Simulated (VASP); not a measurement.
Crystal: Sb2Te4O.

```
Sb Te O
1.0
     7.30595    0.00000    0.00000
    -3.65298    6.32714    0.00000
     0.00000    0.00000    5.39807
Sb Te O
2 4 1
Direct
  0.33333 0.66667 0.50000
  0.66667 0.33333 0.50000
  0.50000 0.00000 0.50000
  0.00000 0.50000 0.50000
  0.50000 0.50000 0.50000
  0.00000 0.00000 0.00000
  0.00000 0.00000 0.50000
```

The cell was built by a generator and needn't be a form met in nature.

* Program: VASP 6.6.1
* Task: relaxation of cell and atoms
* Functional: PBE
* Potentials or basis: VASP PAW PBE potentials, release 64 (Sb, Te, O)
* Cutoff: 520 eV
* k mesh: 2 × 2 × 3
* Occupations: gaussian, width 0.15 eV
* Spin: no spin polarisation

At the start: pressure 50.9 GPa; volume 35.65 Å³/atom.

**Question.** How do energy, volume and symmetry change on relaxing?

**Answer.** Over 15 steps the energy falls by 4063.6 meV/atom and the volume is 46.44 Å³/atom (+30.3 %); space group P6/mmm (No. 191, to 0.05 Å).

Step by step:
```
step  energy change (eV)  largest force (eV/Å)  pressure (GPa)  volume (Å³)
   1              0.0000                0.0000           50.94       249.53
   2             -9.0293                0.0000           -6.86       794.33
   3            -25.2797                0.0000           -3.99       448.72
   4            -25.5229                0.0000           -3.34       434.20
   5            -25.6346                0.0000           -1.70       409.77
   6            -25.6466                0.0000           -1.93       414.38
   7            -25.6444                0.0000           -2.20       418.04
   8            -26.8949                0.0000           -2.19       382.48
   9            -26.2960                0.0000            9.79       274.94
  10            -27.7542                0.0000           -1.70       355.15
  11            -28.4113                0.0000            0.86       315.13
  12            -28.4213                0.0000           -0.30       325.88
  13            -28.4453                0.0000            0.17       321.03
  14            -28.4421                0.0000            0.38       319.08
  15            -28.4449                0.0000           -0.19       325.05
```

Final structure:
```cif
data_structure
_symmetry_space_group_name_H-M 'P 1'
_symmetry_Int_Tables_number 1
_cell_length_a 9.6717
_cell_length_b 9.6717
_cell_length_c 4.0124
_cell_angle_alpha 90.000
_cell_angle_beta 90.000
_cell_angle_gamma 120.000
_cell_volume 325.05
loop_
_atom_site_label
_atom_site_type_symbol
_atom_site_fract_x
_atom_site_fract_y
_atom_site_fract_z
_atom_site_occupancy
Sb1 Sb 0.33333 0.66667 0.50000 1
Sb2 Sb 0.66667 0.33333 0.50000 1
Te1 Te 0.50000 0.00000 0.50000 1
Te2 Te 0.00000 0.50000 0.50000 1
Te3 Te 0.50000 0.50000 0.50000 1
Te4 Te 0.00000 0.00000 0.00000 1
O1 O 0.00000 0.00000 0.50000 1
```

Caveat: the k mesh is coarse (spacing up to 0.50 Å⁻¹), so the values aren't converged; the volume moved by over 15 % at a fixed basis, so the end points are rough; the relaxation stopped at a loose force limit of 0.08 eV/Å, so its end isn't a converged minimum.
